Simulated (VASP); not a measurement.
Output of a VASP run:

**OSZICAR**
```
...
DAV:   1    -0.842737035289E+02   -0.28407E+02   -0.56854E+02  1252   0.381E+02    0.333E+01
DAV:   2    -0.604468444803E+02    0.23827E+02   -0.14395E+02  1227   0.105E+02    0.191E+01
DAV:   3    -0.590578077003E+02    0.13890E+01   -0.44504E+00  1277   0.188E+01    0.125E+01
DAV:   4    -0.589016551680E+02    0.15615E+00   -0.16839E+00  1232   0.901E+00    0.336E+00
DAV:   5    -0.586263957513E+02    0.27526E+00   -0.48839E-01  1222   0.840E+00    0.948E-01
DAV:   6    -0.587001498373E+02   -0.73754E-01   -0.36857E-01  1277   0.659E+00    0.562E-01
DAV:   7    -0.588152115274E+02   -0.11506E+00   -0.52330E-02  1232   0.267E+00    0.355E-01
DAV:   8    -0.588216417791E+02   -0.64303E-02   -0.14432E-02  1282   0.127E+00    0.142E-01
DAV:   9    -0.588211584908E+02    0.48329E-03   -0.22278E-03  1257   0.424E-01    0.951E-02
DAV:  10    -0.588226380364E+02   -0.14795E-02   -0.88878E-04  1272   0.329E-01    0.491E-02
DAV:  11    -0.588225957957E+02    0.42241E-04   -0.88438E-05  1292   0.111E-01    0.322E-02
DAV:  12    -0.588226170841E+02   -0.21288E-04   -0.33251E-05  1307   0.780E-02    0.111E-02
DAV:  13    -0.588226169977E+02    0.86348E-07   -0.15670E-06   959   0.142E-02
   3 F= -.58822617E+02 E0= -.58822882E+02  d E =-.109398E+01
       N       E                     dE             d eps       ncg     rms          rms(c)
DAV:   1    -0.588780925802E+02   -0.55475E-01   -0.97968E-01  1297   0.136E+01    0.236E+00
DAV:   2    -0.588352800798E+02    0.42813E-01   -0.13525E-01  1277   0.385E+00    0.361E-01
DAV:   3    -0.588336058313E+02    0.16742E-02   -0.53770E-03  1347   0.817E-01    0.288E-01
DAV:   4    -0.588323791406E+02    0.12267E-02   -0.32279E-03  1257   0.467E-01    0.789E-02
DAV:   5    -0.588325680140E+02   -0.18887E-03   -0.14658E-03  1222   0.424E-01    0.719E-02
DAV:   6    -0.588328066512E+02   -0.23864E-03   -0.74927E-04  1237   0.295E-01    0.323E-02
DAV:   7    -0.588330018851E+02   -0.19523E-03   -0.20197E-04  1237   0.151E-01    0.905E-03
DAV:   8    -0.588330184501E+02   -0.16565E-04   -0.18691E-05  1292   0.425E-02    0.285E-03
DAV:   9    -0.588330214986E+02   -0.30484E-05   -0.44362E-07   711   0.891E-03    0.213E-03
DAV:  10    -0.588330187908E+02    0.27077E-05   -0.22626E-07   611   0.668E-03    0.321E-04
DAV:  11    -0.588330191359E+02   -0.34505E-06   -0.96985E-09   611   0.122E-03
   4 F= -.58833019E+02 E0= -.58833319E+02  d E =-.110438E+01
       N       E                     dE             d eps       ncg     rms          rms(c)
DAV:   1    -0.588470814882E+02   -0.14063E-01   -0.27614E-01  1302   0.728E+00    0.126E+00
DAV:   2    -0.588350455880E+02    0.12036E-01   -0.38266E-02  1282   0.204E+00    0.191E-01
DAV:   3    -0.588345892717E+02    0.45632E-03   -0.15235E-03  1347   0.436E-01    0.151E-01
DAV:   4    -0.588342370716E+02    0.35220E-03   -0.90064E-04  1252   0.248E-01    0.413E-02
DAV:   5    -0.588342876705E+02   -0.50599E-04   -0.44353E-04  1222   0.235E-01    0.384E-02
DAV:   6    -0.588343721284E+02   -0.84458E-04   -0.22506E-04  1237   0.162E-01    0.172E-02
DAV:   7    -0.588344295693E+02   -0.57441E-04   -0.55143E-05  1237   0.793E-02    0.487E-03
DAV:   8    -0.588344330298E+02   -0.34604E-05   -0.53463E-06  1287   0.228E-02    0.155E-03
DAV:   9    -0.588344344005E+02   -0.13707E-05   -0.12331E-07   621   0.470E-03    0.105E-03
DAV:  10    -0.588344331537E+02    0.12468E-05   -0.61860E-08   611   0.350E-03    0.182E-04
DAV:  11    -0.588344333211E+02   -0.16739E-06   -0.28128E-09   611   0.668E-04
   5 F= -.58834433E+02 E0= -.58834753E+02  d E =-.110580E+01
```

OUTCAR:
```
------------------------ aborting loop because EDIFF is reached ----------------------------------------
  FORCE on cell =-STRESS in cart. coord.  units (eV):
  Direction    XX          YY          ZZ          XY          YZ          ZX
  --------------------------------------------------------------------------------------
  Total        0.0070843      0.0070843      0.0070843      0.0000000     -0.0000000      0.0000000
  in kB        0.3633502      0.3633502      0.3633502      0.0000000     -0.0000000      0.0000000
  external PRESSURE =       0.3633502 kB  Pullay stress =       0.0000000 kB
  volume of cell :       31.24
      direct lattice vectors                 reciprocal lattice vectors
     0.000000000  2.499673022  2.499673022    -0.200026162  0.200026162  0.200026162
     2.499673022 -0.000000000  2.499673022     0.200026162 -0.200026162  0.200026162
     2.499673022  2.499673022  0.000000000     0.200026162  0.200026162 -0.200026162
 POSITION                                       TOTAL-FORCE (eV/Angst)
 -----------------------------------------------------------------------------------
      0.00000      0.00000      0.00000         0.000000      0.000000      0.000000
      2.49967      2.49967      2.49967        -0.000000     -0.000000     -0.000000
 -----------------------------------------------------------------------------------
    total drift:                                0.000000      0.000000      0.000000
  FREE ENERGIE OF THE ION-ELECTRON SYSTEM (eV)
  ---------------------------------------------------
  free  energy   TOTEN  =       -58.8344333211 eV

  energy  without entropy=      -58.8353918061  energy(sigma->0) =      -58.83475282

 reached required accuracy - stopping structural energy minimisation
```
(Selected blocks of OUTCAR.)

POSCAR:
```
SiW
1
    0.0000000000     2.7278870000     2.7278870000
    2.7278870000     0.0000000000     2.7278870000
    2.7278870000     2.7278870000     0.0000000000
Si W
1 1
Direct
  0.0000000000   0.0000000000   0.0000000000
  0.5000000000   0.5000000000   0.5000000000
```

**Question.** Write an INCAR and KPOINTS that could have produced this output.

**Answer.** One answer among several that fit: the input of the run itself, r2SCAN meta-GGA, plane waves, VASP's PBE PAW potentials (set 64).

**KPOINTS**
```
Automatic mesh
0
Gamma
10 10 10
0 0 0
```

INCAR:
```
! general
SYSTEM   =  SiW
PREC     =  Accurate
ENCUT    =  400   ! plane-wave cut-off (eV)
LREAL    =  .False.
LASPH    =  .True.   ! aspherical one-centre terms

! electronic loop
EDIFF    =  1E-6
NELM     =  100   ! most electronic steps
ALGO     =  Normal   ! blocked Davidson
LMAXMIX  =  6   ! l cut-off of mixed one-centre charges
LMIXTAU  =  .True.

! smearing
ISMEAR   =  1
SIGMA    =  0.1   ! width (eV)

! functional
METAGGA  =  R2SCAN

! ions
IBRION   =  2   ! conjugate gradients
NSW      =  60
ISIF     =  3   ! ions, shape and volume
EDIFFG   =  -0.01

! output
LWAVE    =  .False.
LCHARG   =  .False.
```

POTCAR, in this order: Si W_sv (PBE.64 set). Program: vasp_std.

Energy and stress use the plane-wave basis of the starting cell.

The structure was generated: SiW was put into the rocksalt type (Fm-3m), which need not be its known phase. This run relaxes it. Symmetry was kept, so distortions that lower it aren't found.
